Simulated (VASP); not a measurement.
Input:

```yaml
crystal:
  lattice:
    - [3.22047, 0.00000, 0.00000]
    - [0.00000, 3.22047, 0.00000]
    - [0.00000, 0.00000, 3.22047]
  atoms:
    - { symbol: Zn, position: [0.50000, 0.50000, 0.50000] }
    - { symbol: Au, position: [0.00000, 0.00000, 0.00000] }
```

Calculation: RPBE GGA, VASP's PBE PAW potentials (set 64) (plane waves; VASP). Numerical set-up: 520 eV cut-off, 11×11×11 Γ-centred mesh, first-order Methfessel-Paxton smearing of 0.10 eV, potentials Zn Au.

Unless said otherwise, spin-orbit coupling is left out, though it shifts the bands of the heavy elements here.

Problem. What does the run give for the energy per atom (σ→0), band gap (on the k-mesh) with the smallest direct gap where there is one?

Solution. 
| Quantity | Value |
|---|---|
| band gap (on the k-mesh) | none (metal, semimetal or under 0.01 eV) |
| energy per atom (σ→0) | -1.898 eV/atom |

The compound is AuZn in the CsCl type structure. It was relaxed first, which changed the volume by +7 %. The electron count is odd and the run is not spin-polarised, which forces a metal.
